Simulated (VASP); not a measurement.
Write the native input for VASP 6.6.1 that does the following.

| Quantity | Value |
| --- | --- |
| Task | relaxation of cell and atoms |
| Functional | PBE |
| Potentials or basis | VASP PAW PBE potentials, release 64 (Ti_sv, Bi_d, O) |
| Cutoff | 520 eV |
| k mesh | 3 × 3 × 5 |
| Occupations | gaussian, width 0.15 eV |
| Spin | no spin polarisation |
| Further INCAR settings | PREC = Normal; ALGO = Fast; EDIFF = 0.0001; IBRION = 2; EDIFFG = -0.08; NSW = 24; ISIF = 3 |

The structure of Ti3BiO3 lies in POSCAR:

```
Ti3BiO3
1.0
    6.3000000000      0.0000000000      0.0000000000
   -3.1500000000      5.4559600400      0.0000000000
    0.0000000000      0.0000000000      2.8000000000
Ti Bi O
3 1 3
Direct
    0.6000000000      0.8000000000      0.5000000000
    0.2000000000      0.8000000000      0.5000000000
    0.2000000000      0.4000000000      0.5000000000
    0.0000000000      0.0000000000      0.0000000000
    0.5000000000      0.0000000000      0.0000000000
    0.0000000000      0.5000000000      0.0000000000
    0.5000000000      0.5000000000      0.0000000000
```

The cell was built by a generator and needn't be a form met in nature.

These files were run (other wordings do the same):

INCAR

```
SYSTEM = Ti3BiO3
PREC = Normal
ENCUT = 520
EDIFF = 1E-4
ISMEAR = 0
SIGMA = 0.15
LREAL = .False.
LASPH = .True.
NELM = 60
ALGO = Fast
ISIF = 3
LWAVE = .False.
LCHARG = .False.
GGA = PE
IBRION = 2
NSW = 24
EDIFFG = -0.08
```

KPOINTS

```
regular mesh
0
Gamma
  3 3 5
  0 0 0
```

Potentials or basis: VASP PAW PBE potentials, release 64 (Ti_sv, Bi_d, O).

Launch:

```bash
$ cat potpaw_PBE.64/Ti_sv/POTCAR potpaw_PBE.64/Bi_d/POTCAR potpaw_PBE.64/O/POTCAR > POTCAR
$ mpirun -np 1 vasp_std > vasp.out
```

Results of the run:

```json
{"Relaxed volume": "18.05 Å³/atom", "Relaxed cell": "a = 7.168 Å, b = 7.168 Å, c = 2.840 Å, α = 90.00°, β = 90.00°, γ = 120.00°", "Space group after relaxing (to 0.05 Å)": "P-6m2 (No. 187)", "Energy gained by relaxing": "617.0 meV/atom", "Ionic steps": "12", "Pressure after relaxing": "0.5 GPa", "Largest force after relaxing": "0.062 eV/Å", "Band gap on the k mesh": "none (metal or under the smearing width)"}
```

Caveat: the k mesh is coarse (spacing up to 0.45 Å⁻¹), so the values aren't converged; the volume moved by over 15 % at a fixed basis, so the end points are rough; spin-orbit coupling is left out, which moves the levels of the heavy elements; an odd number of electrons without spin polarisation forces a metal; a magnetic or distorted state may lie lower; semilocal functionals often make such compounds metallic where correlation or magnetic order opens a gap, which also shifts bond lengths; the relaxation stopped at a loose force limit of 0.08 eV/Å, so its end isn't a converged minimum.

Wall time 7 min on 1 thread of Intel(R) Xeon(R) Platinum 8488C (Sapphire Rapids), with other jobs on the host, peak memory 0.18 GiB.
